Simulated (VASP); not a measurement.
All values below come from optB86b-vdW, VASP's PBE PAW potentials (set 64) (plane waves; VASP).

VASP input:

**KPOINTS**
```
Automatic mesh
0
Gamma
9 9 9
0 0 0
```

File POSCAR:
```
AgCl
1
    0.0000000000     2.7573654648     2.7573654648
    2.7573654648     0.0000000000     2.7573654648
    2.7573654648     2.7573654648     0.0000000000
Ag Cl
1 1
Direct
  0.0000000000   0.0000000000   0.0000000000
  0.5000000000   0.5000000000   0.5000000000
```

**INCAR**
```
LREAL = .False.   ! projection in real space or not
LASPH = .True.   ! aspherical one-centre terms
ISIF = 2   ! forces and stress, cell fixed
SYSTEM = AgCl
PREC = Accurate
ENCUT = 520
PARAM1 = 0.1234
EDIFF = 1E-7
PARAM2 = 1.0
LUSE_VDW = .True.
NEDOS = 601   ! DOS grid
ISMEAR = -5   ! tetrahedra, Bloechl
LMAXMIX = 4
LCHARG = .True.
GGA = MK
NELM = 100   ! most electronic steps
LORBIT = 11
ALGO = Normal
LWAVE = .False.
AGGAC = 0.0
```

POTCAR, in this order: Ag Cl (PBE.64 set). Program: vasp_std.

What VASP printed:

File OUTCAR:
```
 ion  position               nearest neighbor table
   1  0.000  0.000  0.000-   2 2.76   2 2.76   2 2.76   2 2.76   2 2.76   2 2.76
   2  0.500  0.500  0.500-   1 2.76   1 2.76   1 2.76   1 2.76   1 2.76   1 2.76
  LATTYP: Found a face centered cubic cell.
 ALAT       =     5.5147309296
 Subroutine PRICEL returns:
 Original cell was already a primitive cell.
 Subroutine GETGRP returns: Found 48 space group operations
The static configuration has the point symmetry O_h .
The dynamic configuration has the point symmetry O_h .
 Subroutine INISYM returns: Found 48 space group operations
 Subroutine IBZKPT returns following result:
 Found     35 irreducible k-points:

 Following reciprocal coordinates:
            Coordinates               Weight
  0.000000  0.000000  0.000000      1.000000
  0.111111  0.000000  0.000000      8.000000
  0.222222  0.000000  0.000000      8.000000
  0.333333  0.000000  0.000000      8.000000
  0.444444  0.000000  0.000000      8.000000
  0.111111  0.111111  0.000000      6.000000
  0.222222  0.111111  0.000000     24.000000
  0.333333  0.111111  0.000000     24.000000
  0.444444  0.111111  0.000000     24.000000
...
```

OSZICAR:
```
       N       E                     dE             d eps       ncg     rms          rms(c)
DAV:   1     0.109184182740E+03    0.10918E+03   -0.88771E+03   926   0.125E+03
DAV:   2     0.341864795951E+01   -0.10577E+03   -0.99920E+02  1085   0.258E+02
DAV:   3    -0.939662522926E+00   -0.43583E+01   -0.43447E+01  1040   0.556E+01
DAV:   4    -0.976573083378E+00   -0.36911E-01   -0.36905E-01  1070   0.573E+00
DAV:   5    -0.977104401287E+00   -0.53132E-03   -0.53131E-03  1040   0.685E-01    0.653E+00
DAV:   6    -0.805920573247E+00    0.17118E+00   -0.34582E-01   984   0.828E+00    0.429E+00
DAV:   7    -0.803737353854E+00    0.21832E-02   -0.97433E-02   955   0.250E+00    0.206E+00
DAV:   8    -0.802998496366E+00    0.73886E-03   -0.53665E-03   965   0.937E-01    0.274E-01
DAV:   9    -0.803033748538E+00   -0.35252E-04   -0.66504E-04  1020   0.381E-01    0.350E-02
DAV:  10    -0.803086807224E+00   -0.53059E-04   -0.86386E-05   940   0.974E-02    0.224E-02
DAV:  11    -0.803091665652E+00   -0.48584E-05   -0.51517E-06  1005   0.226E-02    0.330E-03
DAV:  12    -0.803091727119E+00   -0.61467E-07   -0.20409E-07   917   0.658E-03
   1 F= -.80309173E+00 E0= -.80309173E+00  d E =0.000000E+00
```

OUTCAR:
```
------------------------ aborting loop because EDIFF is reached ----------------------------------------
  FORCE on cell =-STRESS in cart. coord.  units (eV):
  Direction    XX          YY          ZZ          XY          YZ          ZX
  --------------------------------------------------------------------------------------
  Total       -0.0132770     -0.0132770     -0.0132770     -0.0000000     -0.0000000      0.0000000
  in kB       -0.5073390     -0.5073390     -0.5073390     -0.0000000     -0.0000000      0.0000000
  external PRESSURE =      -0.5073390 kB  Pullay stress =       0.0000000 kB
  volume of cell :       41.93
      direct lattice vectors                 reciprocal lattice vectors
     0.000000000  2.757365465  2.757365465    -0.181332510  0.181332510  0.181332510
     2.757365465  0.000000000  2.757365465     0.181332510 -0.181332510  0.181332510
     2.757365465  2.757365465  0.000000000     0.181332510  0.181332510 -0.181332510
  FREE ENERGIE OF THE ION-ELECTRON SYSTEM (eV)
  ---------------------------------------------------
  free  energy   TOTEN  =        -0.8030917271 eV

  energy  without entropy=       -0.8030917271  energy(sigma->0) =       -0.80309173

 total charge

# of ion       s       p       d       tot
------------------------------------------
    1        0.205   0.146   9.371   9.722
    2        1.609   3.465   0.000   5.074
--------------------------------------------------
tot          1.814   3.611   9.371  14.796
```
(Selected blocks of OUTCAR.)

The compound is AgCl in the rock salt structure. It was relaxed first.
